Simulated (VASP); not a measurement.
# RbYP: single point with PBE

Crystal: RbYP.

```
CELL_PARAMETERS angstrom
4.59557 0.00000 0.00000
0.00000 5.18167 0.00000
0.00000 0.00000 6.82086
ATOMIC_POSITIONS crystal
Rb 0.50000 0.00000 0.50000
Y 0.00000 0.00000 0.00000
P 0.00000 0.50000 0.00000
```

The cell was built by a generator and needn't be a form met in nature.

The cell isn't the ideal one: random cell by space group and Wyckoff sites (Pmmm, No. 47).

```yaml
Program: VASP 6.6.1
Task: single point
Functional: PBE
Potentials_or_basis: VASP PAW PBE potentials, release 64 (Rb_sv, Y_sv, P)
Cutoff: 520 eV
k_mesh: 4 × 4 × 4
Occupations: gaussian, width 0.1 eV
Spin: no spin polarisation
Dipole_correction: no
Further_INCAR_settings: ALGO = Normal; EDIFF = 1e-06; NBANDS = 20
```

* Pressure: 0.0 GPa
* Band gap on the k mesh: none (metal or under the smearing width)

Levels at points of the mesh, in eV from the Fermi level:
| k point | band 8 | band 9 | band 10 | band 11 | band 12 | band 13 | band 14 | band 15 | band 16 | band 17 |
| --- | --- | --- | --- | --- | --- | --- | --- | --- | --- | --- |
| (0.00, 0.00, 0.00) | -12.63 | -8.83 | -1.45 | -0.88 | -0.26 | 0.23 | 0.25 | 1.31 | 1.58 | 2.02 |
| (0.50, 0.00, 0.00) | -12.62 | -8.71 | -1.44 | -0.66 | -0.05 | 0.25 | 0.91 | 1.26 | 1.56 | 2.15 |
| (0.00, 0.50, 0.00) | -12.66 | -8.10 | -2.95 | -1.49 | -0.86 | -0.61 | 0.50 | 1.66 | 2.08 | 2.39 |
| (0.50, 0.50, 0.00) | -12.65 | -7.98 | -2.63 | -1.68 | -1.23 | 0.58 | 0.82 | 1.11 | 2.07 | 2.30 |
| (0.00, 0.00, 0.50) | -12.63 | -8.82 | -1.59 | -0.59 | -0.27 | 0.24 | 1.07 | 1.31 | 1.35 | 1.84 |
| (0.50, 0.00, 0.50) | -12.62 | -8.71 | -1.26 | -0.79 | -0.02 | 0.20 | 0.26 | 1.20 | 1.39 | 2.81 |
| (0.00, 0.50, 0.50) | -12.66 | -8.10 | -2.85 | -1.58 | -0.60 | -0.24 | 0.20 | 1.21 | 1.92 | 2.92 |
| (0.50, 0.50, 0.50) | -12.65 | -7.98 | -2.64 | -1.70 | -1.39 | 0.44 | 0.52 | 1.53 | 2.13 | 2.87 |

It took 59 s on 1 thread of AMD EPYC 9R45 (Zen 5), on a shared host, peak memory 0.29 GiB.
